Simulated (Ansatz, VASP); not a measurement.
## One calculation of Sb2As2C, two programs

```
Sb As C
1.0
    -1.89498    3.40355    4.43304
     1.89498   -3.40355    4.43304
     1.89498    3.40355   -4.43304
Sb As C
2 2 1
Direct
  0.21223 0.71223 0.50000
  0.78777 0.28777 0.50000
  0.22658 0.00000 0.22658
  0.77342 0.00000 0.77342
  0.50000 0.00000 0.50000
```

Alike in both runs: functional PBE; k mesh 6 × 6 × 6; occupations gaussian, width 0.1 eV; no spin polarisation.

Ansatz relaxed the structure, and its values are those at the end. VASP's run is a single point on that final structure, the one shown.

|  | VASP | Ansatz |
| --- | --- | --- |
| version | VASP 6.6.1 | Ansatz 0.2.0 |
| potentials or method | VASP PAW PBE potentials, release 64 (Sb, As, C) | scalar-relativistic, plane waves, PAW |
| plane-wave cutoff (eV) | 520 | 420 |
| valence electrons in the cell | 24 | 64 |

VASP gave:

```
gap on the k mesh at the Fermi level (eV) : none
pressure (GPa)                            : 0.1
rms of the force components (eV/Å)        : 0.043
```

Question: Estimate Ansatz's values.

Answer: gap on the k mesh at the Fermi level (eV): none; pressure (GPa): 0.0; rms of the force components (eV/Å): 0.009.

A gap of «none» marks a metal or a gap that the smearing closes. The functional is the same, so the differences come from potentials, cutoffs and numerics. The two sets of potentials don't hold the same shells in valence.

The runs have no spin-orbit coupling, so splittings on Sb are missing.
